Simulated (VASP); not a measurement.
Computed with PBEsol GGA, VASP's PBE PAW potentials (set 64) (plane waves; VASP).

A VASP calculation is set up with these files.

**INCAR**
```
# general
SYSTEM =CdZn3Te4
PREC   =Accurate
ENCUT  =400   # plane-wave cut-off (eV)
LREAL  =.FALSE.   # projection in real space or not
LASPH  =.TRUE.

# electronic loop
EDIFF  =1E-6
NELM   =100   # most electronic steps
ALGO   =Normal   # blocked Davidson
LMAXMIX=4   # l cut-off of mixed one-centre charges

# smearing
ISMEAR =0
SIGMA  =0.05

# functional
GGA    =PS   # PBEsol

# ions
IBRION =2   # conjugate gradients
NSW    =60   # most ionic steps
ISIF   =3
EDIFFG =-0.02   # ionic stop

# output
LWAVE  =.FALSE.
LCHARG =.FALSE.
```

KPOINTS:
```
K-points
0
Gamma
 6 6 2
```

### POSCAR
```
CdZn3Te4
1
    0.0000000000     3.0814888734     3.0814888734
    3.0814888734     0.0000000000     3.0814888734
   12.3654372857    12.3654372857    -0.0394817921
Zn Te Cd
3 4 1
Direct
  0.9882749146   0.9882749146   0.0087938141
  0.9996548440   0.9996548440   0.2502588670
  0.0095495212   0.0095495212   0.4928378591
  0.2441248753   0.2441248753   0.0669063435
  0.2549919470   0.2549919470   0.3087560397
  0.2653374728   0.2653374728   0.5509968954
  0.2331723169   0.2331723169   0.8251207623
  0.0048941081   0.0048941081   0.7463294189
```

POTCAR, in this order: Zn Te Cd (PBE.64 set). Program: vasp_std.

Unless said otherwise, spin-orbit coupling is left out, though it shifts the bands of the heavy elements here.

### Question
Estimate the energy per atom (σ→0), volume per atom, band gap (on the k-mesh).

### Answer

- energy per atom (σ→0): -2.888 eV/atom
- band gap (on the k-mesh): 0.88 eV
- volume per atom: 29.35 Å³/atom

File OSZICAR:
```
...
       N       E                     dE             d eps       ncg     rms          rms(c)
DAV:   1    -0.231053727069E+02   -0.22477E-02   -0.63253E-02  2346   0.212E+00    0.350E-01
DAV:   2    -0.231036384551E+02    0.17343E-02   -0.97504E-03  2247   0.127E+00    0.114E-01
DAV:   3    -0.231034495063E+02    0.18895E-03   -0.45385E-04  2122   0.156E-01    0.751E-02
DAV:   4    -0.231033888549E+02    0.60651E-04   -0.68017E-05  2049   0.462E-02    0.345E-02
DAV:   5    -0.231033778578E+02    0.10997E-04   -0.10712E-05  2581   0.375E-02    0.136E-02
DAV:   6    -0.231033774163E+02    0.44151E-06   -0.26437E-06  1417   0.279E-02
   2 F= -.23103377E+02 E0= -.23103377E+02  d E =-.252305E-03
```

The structure was generated: CdZn3Te4 was put into an ordered model structure (R3m), which need not be its known phase. This run relaxes it. Symmetry was kept, so distortions that lower it aren't found. The start is the result of an earlier pass.
